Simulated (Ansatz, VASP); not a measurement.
**Zr (Zr strained to the junction's net): VASP beside Ansatz**

One calculation is typed for both programs; each brings its own data sets. How far apart do they land? The structure shown is the end of the Ansatz relaxation below.

Main program and level: Ansatz 0.2.0; plane waves, with VASP 6.6.1 beside it; single point at PBE.

## Step 1: Set-up

Symmetry: P6_3/mmc, No. 194, hexagonal system. Conventional cell: a = 3.111 Å, b = 3.111 Å, c = 5.368 Å, α = 90.00°, β = 90.00°, γ = 120.00°. Zr has 12 Zr at 3.11 to 3.23 Å nearest.

## Step 2: Ansatz: relaxation, PBE

Ansatz runs on its default PAW (the set named soft_2) files.

This run makes the geometry at which the two programs are then compared.

input.yaml

```yaml
crystal:
  lattice:
    - [3.111, 0.0, 0.0]
    - [-1.5555, 2.6942050312, 0.0]
    - [0.0, 0.0, 5.3033315789]
  atoms:
    - { symbol: Zr, position: [0.0, 0.0, 0.0] }
    - { symbol: Zr, position: [0.3333333333, 0.6666666667, 0.5] }
kpoints:
  mp_grid: { grid: [12, 12, 6] }
scf:
  occupations: { method: fermi_dirac, width: 0.1 }
  max_iter: 150
hamiltonian:
  xc: pbe
relax:
  f_tol: 0.01
  max_steps: 40
  cell: { fix: [a, b, angles] }
```

Launch:

```
ansatz run input.yaml --threads 4 --pin off --max-ram 12288MiB --backend cpu --events-out ev --progress --plain --runs-dir out
```

Numbers of over 12 decimals in the logs are rounded to 6 here.

What it wrote:

```text
Engine: ansatz 0.2.0, aarch64-unknown-linux-gnu
Pseudopotentials: kind: paw
Pseudopotential: Zr, paw, valence charge 12, recommended cutoff 420 eV (normal), Zr.paw.azcp
Functional definition: PBE
  parameter kappa = 0.804
  parameter beta = 0.066725
  exchange = pbe_x(kappa = kappa, mu = beta*pi^2/3)
  correlation = pbe_c(beta = beta)
Crystal: 2 atoms, lattice volume = 44.451 Å³
Basis set: ecut = 420 eV, 881 PW (Γ), exchange–correlation on 48×48×72 points (8 copies of the dense FFT grid, shifted against one another)
Bands: 16, of which v1, the nominal top of the filled ones, is band 12 counted from 1 (11 counted from 0)
Symmetry: 24 space group operations
Space group: P63/mmc (ITA 194), of the structure as read, at distance tolerance 3.5e-5 Å
k-points: 76 of 864
Non-local potential: Zr, projectors of the file, l = 0: 3, l = 1: 2, l = 2: 2, l = 3: 2
PAW form: soft (Blöchl's): semilocal exchange-correlation on the pseudo side does not see the compensation charge
PAW one-centre angular grid: Zr, 590 points (default); XC on 64 Gauss nodes
Initial density: superposition of atomic densities (neutral atoms: chi_scale 0, normalization atom), corrected by the library's trained network
Initial wavefunctions: pseudopotential atomic-orbital guess
Functional: x = pbe(κ = 0.804, μ = 0.219515), c = pbe(β = 0.066725)
SCF iter   1: F=—  HF=-8367.641135 eV  |F-HF|=—  |Δ(HF+E_count)|=         —  Δρ=2.59e-3  dr2=1.06e-3  ethr=1.77e-3  ⟨swp⟩=4.8  Hψ=5164  notcnv=0
preconditioner: auto → Kerker (q_TF=auto, 2.462 Å⁻¹)  [metal: Δε(μ)=0.024 eV  Ē_g=3.267 eV  σ=0.100 eV  W_gap=0.06  n_scr=10 (ndim 8)  ℏωp=15.8 eV  f_vac=0.000  D(μ)=2.39/eV (n_scr^D=22)]
SCF iter   2: F=—  HF=-8367.640347 eV  |F-HF|=—  |Δ(HF+E_count)|=   7.88e-4  Δρ=1.57e-3  dr2=4.56e-4  ethr=4.43e-6  ⟨swp⟩=2.8  Hψ=2681  notcnv=0
SCF iter   3: F=—  HF=-8367.640644 eV  |F-HF|=—  |Δ(HF+E_count)|=   2.97e-4  Δρ=3.16e-4  dr2=2.61e-5  ethr=1.90e-6  ⟨swp⟩=2.9  Hψ=2244  notcnv=0
SCF iter   4: F=—  HF=-8367.640660 eV  |F-HF|=—  |Δ(HF+E_count)|=   1.56e-5  Δρ=1.37e-4  dr2=5.48e-6  ethr=1.09e-7  ⟨swp⟩=2.1  Hψ=2026  notcnv=0
iter 5 did not close the SCF: its close was put off for the readings that it lacked (scf_convergence_deferred on its scf_iter line)
SCF iter   5: F=-8367.640658 eV  HF=-8367.640658 eV  |F-HF|=1.50e-8  |Δ(HF+E_count)|=   1.22e-6  Δρ=1.59e-5  dr2=7.35e-8  ethr=2.29e-8  ⟨swp⟩=2.0  Hψ=1949  notcnv=0
SCF iter   6: F=-8367.640658 eV  HF=-8367.640658 eV  |F-HF|=2.02e-9  |Δ(HF+E_count)|=   5.16e-9  Δρ=4.27e-6  dr2=4.54e-9  ethr=3.06e-10  ⟨swp⟩=2.0  Hψ=4605  notcnv=0
SCF 1 converged in 6 iterations: F = -8367.640658 eV  dr2 = 4.54e-9
  greatest PAW one-centre occupation: 0.996 electrons in one spin orbital (limit 2), on the Zr atom at site 1 (counted from 0), in its partial waves of l = 0
relax step   1: F+E_penalty+E_count = -8367.64065845 eV  Δ(F+E_penalty+E_count) = +0.000e0 eV  max|allowed force component| = 7.864e-17 eV/Å  Δτ_max = 0.0000 Å  P = +4.839 GPa  Ω = 44.451 Å³  fix = [a, b, alpha, beta, gamma]  reactions: a +6.370, b +6.370 GPa  (6 SCF iters, dr2 threshold 1.00e-7 eV, accepted)
[...]
relax step   2: F+E_penalty+E_count = -8367.64299227 eV  Δ(F+E_penalty+E_count) = -2.334e-3 eV  max|allowed force component| = 1.099e-16 eV/Å  Δτ_max = 0.0000 Å  P = +3.010 GPa  Ω = 45.202 Å³  energy of the carried Pulay correction = -9.168e-5 eV  fix = [a, b, alpha, beta, gamma]  reactions: a +4.858, b +4.858 GPa  (6 SCF iters, dr2 threshold 2.00e-7 eV, accepted)
[...]
relax step   3: F+E_penalty+E_count = -8367.64349057 eV  Δ(F+E_penalty+E_count) = -4.983e-4 eV  max|allowed force component| = 7.864e-17 eV/Å  Δτ_max = 0.0000 Å  P = +3.503 GPa  Ω = 44.993 Å³  energy of the carried Pulay correction = -6.629e-5 eV  fix = [a, b, alpha, beta, gamma]  reactions: a +5.272, b +5.272 GPa  (3 SCF iters, dr2 threshold 2.00e-7 eV, accepted)
[...]
relax step   4: F+E_penalty+E_count = -8367.64355881 eV  Δ(F+E_penalty+E_count) = -6.824e-5 eV  max|allowed force component| = 8.789e-17 eV/Å  Δτ_max = 0.0000 Å  P = +3.504 GPa  Ω = 44.993 Å³  fix = [a, b, alpha, beta, gamma]  reactions: a +5.272, b +5.272 GPa  stress off target by 3.24e-2 GPa on what of the cell is left free  SCF on the basis re-selected at this cell (its energy is not comparable with the rows above)  (4 SCF iters)
basis re-selected at this cell: Δ(F+E_penalty+E_count) = -6.824e-5 eV, ΔP = +0.000 GPa vs the last step (what re-selecting the basis moved, of the pressure what is left beyond the Pulay correction that the steps carried, after the strain that the cell walked since its last selection, with what the two solves' SCF thresholds leave and, on support functions, any second-order correction that the steps lacked; it is no m [...]
SCF converged after 4 iterations
Free energy (F): -8367.643559 eV
Harris-Foulkes:  -8367.643559 eV  (|F-HF|=5.46e-12)
Internal energy: -8367.563502 eV  (E = F + TS)
E sigma→0 (E₀):  -8367.603530 eV
Entropy (-TS):   -0.080057 eV (-40.029 meV/atom)
Fermi energy:    14.502216 eV
--- Per-component energies (eV) ---
  E_band       = -178.777172
  E_kinetic    = 667.548170
  E_local      = -1223.908037  (includes V_loc(G=0)·N_el)
  E_nonlocal   = 161.610006
  E_hartree    = 379.859084
  E_xc         = -323.645076
  E_vxc        = -382.325261  (∫ρ·V_xc dr)
  E_paw        = -5908.488994  (= ΣΔE_a)
  E_vpaw       = -161.420281  (= ΣTr[D̂ρ^β])
  E_aug_tail   = 0.000050  (compensation charges beyond the density's cutoff)
  E_ewald      = -2120.538703
  E_smearing   = -0.080057  (= −TS)
  E_closure    = 0.000000  (closes the sum)
  Σ components = -8367.643559   (vs F -8367.643559, Δ=0.00e0)
--- Forces (eV/Å), atoms counted from 1 ---
  atom   1  Zr    -0.00000000    -0.00000000     0.00000000
  atom   2  Zr     0.00000000     0.00000000     0.00000000
  max |Σ_I F_I| component: 4.63e-17 eV/Å
--- Stress (GPa, compression-positive) ---
        5.271896       0.000000       0.000000
        0.000000       5.271896       0.000000
        0.000000       0.000000      -0.032394
  P = ⅓ Tr σ = 3.5038 GPa (35.038 kbar)
--- Relaxed structure (3 steps of the walk, 3 accepted, 1 SCFs on fresh bases) ---
  F+E_penalty+E_count = -8367.64355881 eV   max|allowed force component| = 8.789e-17 eV/Å   (the final SCF, on the basis selected at the relaxed cell)
  cell:  # Å, volume = 44.9927 Å³
    - [3.111000, 0, 0.0]
    - [-1.555500, 2.694205, 0.0]
    - [0.0, 0.0, 5.367990]
  atoms:
    - { symbol: Zr, position: [9.25185853962002e-18, -5.0885221963063406e-17, 0.0] }
    - { symbol: Zr, position: [0.333333, 0.666667, 0.5] }
```

Reading the cycles: dr2 is the Hartree energy of the density residual (eV), the measure of convergence; HF is the Harris–Foulkes estimate of the energy, which meets the free energy F at convergence.

## Step 3: VASP: single point, PBE

The same cell, functional, mesh and smearing now go to VASP, with its own data sets.

Lines of VASP's logs that name or quote its potential files are left out, and so is its time.

INCAR

```
SYSTEM = Zr
PREC = Accurate
ENCUT = 500
EDIFF = 1E-06
NELM = 120
ISMEAR = -1
SIGMA = 0.1
LREAL = .FALSE.
ALGO = Normal
GGA = PE
NBANDS = 18
LASPH = .TRUE.
LORBIT = 11
LWAVE = .FALSE.
LCHARG = .FALSE.
ISIF = 2
GGA_COMPAT = .FALSE.
```

POSCAR

```
Zr
1.0
    3.1110000000      0.0000000000      0.0000000000
   -1.5555000000      2.6942050312      0.0000000000
    0.0000000000      0.0000000000      5.3679903173
Zr
2
Direct
    0.0000000000      1.0000000000      1.0000000000
    0.3333333334      0.6666666666      0.5000000000
```

KPOINTS

```
Automatic mesh
0
Gamma
12 12 6
0 0 0
```

PAW data sets: Zr_sv (PBE family, release 64).

Launch:

```
mpirun -np 1 vasp_std
```

What it wrote:

```text
[banner, memory and clock lines left out]
running    1 mpi-ranks, on    1 nodes
 distrk:  each k-point on    1 cores,    1 groups
 distr:  one band on    1 cores,    1 groups

 POSCAR found type information on POSCAR Zr
 POSCAR found :  1 types and       2 ions
 LDA part: xc-table for (Slater+PW92), standard interpolation
 POSCAR, INCAR and KPOINTS ok, starting setup
 FFT: planning ... GRIDC
 FFT: planning ... GRID_SOFT
 FFT: planning ... GRID
 WAVECAR not read
 entering main loop
       N       E                     dE             d eps       ncg     rms          rms(c)
DAV:   1     0.215880956172E+03    0.21588E+03   -0.13307E+04  2736   0.130E+03
DAV:   2    -0.422458123504E+01   -0.22011E+03   -0.21673E+03  3202   0.373E+02
DAV:   3    -0.173737953353E+02   -0.13149E+02   -0.12990E+02  4938   0.690E+01
DAV:   4    -0.176337660690E+02   -0.25997E+00   -0.25968E+00  3142   0.100E+01
DAV:   5    -0.176434074425E+02   -0.96414E-02   -0.96384E-02  4200   0.129E+00    0.153E+01
DAV:   6    -0.171034832710E+02    0.53992E+00   -0.85430E-01  2930   0.747E+00    0.621E+00
DAV:   7    -0.170050918020E+02    0.98391E-01   -0.57253E-01  3946   0.532E+00    0.110E+00
DAV:   8    -0.170117438248E+02   -0.66520E-02   -0.37304E-02  3578   0.151E+00    0.267E-01
DAV:   9    -0.170119784061E+02   -0.23458E-03   -0.14143E-03  3442   0.361E-01    0.345E-02
DAV:  10    -0.170119392229E+02    0.39183E-04   -0.42812E-05  3778   0.411E-02    0.226E-02
DAV:  11    -0.170119414906E+02   -0.22676E-05   -0.80201E-06  3022   0.325E-02    0.228E-03
DAV:  12    -0.170119415147E+02   -0.24104E-07   -0.37434E-07  1682   0.455E-03
   1 F= -.17011942E+02 E0= -.16971910E+02  d E =-.800626E-01
```

Parts of OUTCAR (step 3):

```text
ion  position               nearest neighbor table
   1  0.000  0.000  0.000-   2 3.23   2 3.23   2 3.23   2 3.23   2 3.23   2 3.23
   2  0.333  0.667  0.500-   1 3.23   1 3.23   1 3.23   1 3.23   1 3.23   1 3.23

  LATTYP: Found a hexagonal cell.
 ALAT       =     3.1110000000
 C/A-ratio  =     1.7254870837

 Subroutine GETGRP returns: Found 24 space group operations
 (whereof 12 operations were pure point group operations)

The static configuration has the point symmetry D_3h.
 The point group associated with its full space group is D_6h.

 Found     76 irreducible k-points:

   k-points           NKPTS =     76   k-points in BZ     NKDIM =     76   number of bands    NBANDS=     18

   dimension x,y,z NGX =    24 NGY =   24 NGZ =   40
   dimension x,y,z NGXF=    48 NGYF=   48 NGZF=   80

   ENCUT  =  500.0 eV  36.75 Ry    6.06 a.u.   5.67  5.67  9.79*2*pi/ulx,y,z

   NELECT =      24.0000    total number of electrons

 k-points in reciprocal lattice and weights: Automatic mesh
   0.00000000  0.00000000  0.00000000       0.001
   0.08333333 -0.00000000  0.00000000       0.007
   0.16666667 -0.00000000  0.00000000       0.007
   0.25000000 -0.00000000  0.00000000       0.007
   0.33333333 -0.00000000  0.00000000       0.007
   0.41666667 -0.00000000  0.00000000       0.007
   0.50000000 -0.00000000  0.00000000       0.003
   0.08333333  0.08333333  0.00000000       0.007
   0.16666667  0.08333333  0.00000000       0.014
[...]
0.33333333  0.25000000  0.50000000       0.014
   0.33333333  0.33333333  0.50000000       0.002

 average (electrostatic) potential at core
       1 -74.0962       2 -74.0962

 E-fermi :   9.3135

 k-point     1 :       0.0000    0.0000    0.0000
  band No.  band energies     occupation
    ...
      6     -16.8835      2.00000
      7     -16.7823      2.00000
      8     -16.7823      2.00000
      9       3.6705      2.00000
     10       6.2142      2.00000
     11       9.7182      0.03435
     12      10.0637      0.00110
     13      10.3802      0.00005
     14      10.3802      0.00005
     15      10.9245      0.00000
    ...

 k-point     2 :       0.0833   -0.0000    0.0000
  band No.  band energies     occupation
    ...
      6     -16.9026      2.00000
      7     -16.8512      2.00000
      8     -16.7935      2.00000
      9       3.8849      2.00000
     10       6.4287      2.00000
     11       9.6400      0.07362
     12       9.7430      0.02691
     13      10.3368      0.00007
     14      10.5837      0.00001
     15      10.7229      0.00000
    ...

 k-point     3 :       0.1667   -0.0000    0.0000
  band No.  band energies     occupation
    ...
      8     -16.8252      2.00000
      9       4.4806      2.00000
     10       6.9693      2.00000
     11       9.0253      1.89390
     12       9.2506      1.30459
     13      10.1268      0.00059
     14      10.7537      0.00000
     15      11.1798      0.00000
     16      11.2628      0.00000
     17      11.5826      0.00000
    ...

  Total        1.4954441      1.4954441     -0.0041722      0.0000000     -0.0000000      0.0000000
  in kB       53.2523005     53.2523005     -0.1485719      0.0000000     -0.0000000      0.0000000
  external PRESSURE =      35.4520097 kB  Pullay stress =       0.0000000 kB

  energy-cutoff  :      500.00
  volume of cell :       44.99
      direct lattice vectors                 reciprocal lattice vectors
     3.111000000  0.000000000  0.000000000     0.321440051  0.185583500  0.000000000
    -1.555500000  2.694205031  0.000000000     0.000000000  0.371167000  0.000000000
     0.000000000  0.000000000  5.367990317     0.000000000  0.000000000  0.186289457

 POSITION                                       TOTAL-FORCE (eV/Angst)
 -----------------------------------------------------------------------------------
      0.00000      0.00000      0.00000        -0.000000      0.000000      0.000000
      0.00000      1.79614      2.68400         0.000000     -0.000000      0.000000
 -----------------------------------------------------------------------------------
    total drift:                               -0.000001      0.000000      0.000000

  FREE ENERGIE OF THE ION-ELECTRON SYSTEM (eV)
  ---------------------------------------------------
  free  energy   TOTEN  =       -17.0119415147 eV

  energy  without entropy=      -16.9318788899  energy(sigma->0) =      -16.97191020

 total charge
# of ion       s       p       d       tot
------------------------------------------
    1        2.237   5.956   1.684   9.878
    2        2.237   5.956   1.684   9.878
--------------------------------------------------
tot          4.475  11.913   3.369  19.756

[... 3 further parts left out ...]
```

The run ends at a pressure of 3.55 GPa.

## Step 4: Side by side

Known differences besides the potentials themselves: the cutoff is 420 eV in Ansatz and 500 eV in VASP; Ansatz's pressure holds a Pulay correction, VASP's none. Total energies have different zeros and are not compared.

The two programs side by side:

| quantity | Ansatz | VASP | difference |
| --- | --- | --- | --- |
| pressure (GPa) | 3.50 | 3.55 | -0.04 |

## Step 5: Summary of results

- difference in pressure (single point, PBE): -0.041 GPa

In words: The difference in pressure is -0.041 GPa (single point, PBE), within the 1 GPa picked in this series as the mark of a large difference. How closely two codes agree says nothing of how well the functional describes the real material.

[Lines on the potential files, build, host, timing and source positions are cut from VASP's logs without a mark.]

[Logs are printed without paths, hosts, clocks, repeated set-up lines and the standing remarks that a program may print on its own settings, such as how far it seeks lower states.]

[Hosts, paths, dates, database ids (printed as entryN), source tags and the programs' standing remarks are cut or masked in the printed files.]
